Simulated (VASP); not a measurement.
## CsPbCl3: energy against volume

CsPbCl3 (cubic perovskite, Pm-3m, 37.642 Å³/atom and stress up to 0.01 GPa in the relaxed cell, cube axes along x, y and z) under an equal strain ε along all three axes. PBE in VASP (plane waves, PAW), 480 eV, 6×6×6 Γ-centred mesh, Gaussian smearing 0.05 eV; ions are relaxed, or left where forces stay under 0.02 eV/Å, within the symmetry of each cell. Against the start cell, which lies near the measured one, the relaxed cell differs by 6.6 % in volume; the values below rest on it.

Here V stands for volume and E for E less E0.

```csv
volume (Å³/atom),E less E0 (meV/atom),pressure (GPa)
35.4286,10.89,1.54
35.9737,6.17,1.11
36.5243,2.85,0.71
37.0805,0.81,0.34
37.6423,0.00,0.00
38.2097,0.38,-0.32
38.7829,1.86,-0.61
39.3617,4.37,-0.89
39.9463,7.87,-1.14
41.1327,?,?
```

Taking the third-order Birch-Murnaghan form, a cubic in V^(-2/3) for E over the 9 complete rows: With u = V^(-2/3) - 0.0891, the rows have u = 0.0036038, 0.0026649, 0.0017403, 0.0008297, -0.0000674, -0.0009510, -0.0018217, -0.0026794, -0.0035246. Least squares gives E = 0.030 + 327.2·u + 734623·u² + 2985014·u³. Residuals (row less fit): 0.000, -0.006, 0.010, 0.001, -0.011, -0.001, 0.006, 0.000, -0.002; standard error 0.008 (degrees of freedom: 5). Its minimum lies at u = -0.0002230, so V0 = (0.0888770)^(-3/2) = 37.74. There d²E/du² = 1465000 and d³E/du³ = 1.791e7, so B0 = (4/9) × 37.74^(-7/3) × 1465000 × 0.160218 = 21.8 GPa (the last factor turns the table's units into GPa), and B0' = 4 + (2/3) × 0.0888770 × (1.791e7)/1465000 = 4.7. B0' rests on the cubic coefficient alone and has a standard error of 0.1 from these residuals.

Q: What does the fit predict for E at V = 41.1327, and how far is the calculated value from it?

A: u = -0.0051781, so E = 0.030 + 327.2 × (-0.0051781) + 734623 × (-0.0051781)² + 2985014 × (-0.0051781)³ = 17.619 meV/atom. The calculation gives 17.62 meV/atom, which the fit meets to the printed digits. The row lies outside the fitted rows, so this is an extrapolation. From the scatter of the fitted rows alone, a prediction at this place has a standard error of 0.031 meV/atom, so the miss is 0.0 times that.

The primitive cell can neither tilt nor turn polar against its symmetry, as such crystals can under strain. Spin-orbit coupling is left out, which can shift these values for the heavy elements here. Other structures, which can take over under pressure, weren't tried. The same form fitted to the pressure column gives B0' = 4.7; series where the two differ by over 0.4 aren't shown. CsPbCl3 is here the ideal cubic form; the compound distorts at low or room temperature. Rows are the converged runs of the series near zero and its far end, less any whose ions stayed unrelaxed beside relaxed ones; series whose fitted rows scatter by over a few per cent of the range, as at a crossing or softening among them, aren't shown in this form.
